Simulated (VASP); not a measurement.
Data:

```yaml
crystal:
  lattice:
    - [4.34429, 0.00000, 0.00000]
    - [-2.17215, 3.76227, 0.00000]
    - [0.00000, 0.00000, 7.13586]
  atoms:
    - { symbol: Cd, position: [0.66667, 0.33333, 0.47229] }
    - { symbol: Cd, position: [0.00000, 0.00000, 0.02498] }
    - { symbol: Te, position: [0.00000, 0.00000, 0.63122] }
    - { symbol: S, position: [0.66667, 0.33333, 0.11951] }
```

These are PBEsol GGA, VASP's PBE PAW potentials (set 64) (plane waves; VASP) values and carry that method's errors. Settings: 400 eV cut-off, Gaussian smearing of 0.050 eV, potentials Cd Te S.

Unless said otherwise, spin-orbit coupling is left out, though it shifts the bands of the heavy elements here.

**Question.** What does the run give for the band gap (along the path) with the smallest direct gap where there is one?

**Answer.** 
```json
{
 "band gap (along the path)": "none (metal, semimetal or under 0.01 eV)"
}
```

The absolute energy has meaning only against runs of the same code, potentials and settings.

The structure comes from a computed database's Cd2TeS entry (P3m1); how it stands against other phases isn't given here. It was relaxed first, which changed the volume by -6 %.
